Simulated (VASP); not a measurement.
GePd (relaxed from the CrB structure, space group Cmcm): computed properties

These are r2SCAN meta-GGA, VASP's PBE PAW potentials (set 64) (plane waves; VASP) values and carry that method's errors.

- space group: Cmcm (63)
- cell: a = 2.882 Å, b = 9.800 Å, c = 4.472 Å, α = 90.00°, β = 90.00°, γ = 90.00°
- volume per atom: 15.79 Å³/atom
- band gap (over mesh and band path): none (metal, semimetal or under 0.01 eV)
- density: 9.41 g/cm³

Space group Cmcm (No. 63); a = 2.8824 Å, b = 9.8005 Å, c = 4.4725 Å, α = β = γ = 90.00°

| atom | site | symmetry | x | y | z |
|---|---|---|---|---|---|
| Ge | 4c | m2m | 0.0000 | 0.4151 | 0.2500 |
| Pd | 4c | m2m | 0.0000 | 0.1584 | 0.2500 |
(The calculation used a cell of 4 atoms; values per cell refer to that cell.)

The structure was generated: GePd was put into the CrB type (Cmcm), which need not be its known phase. It was relaxed first, which changed the volume by -44 %. Symmetry was kept, so distortions that lower it aren't found.
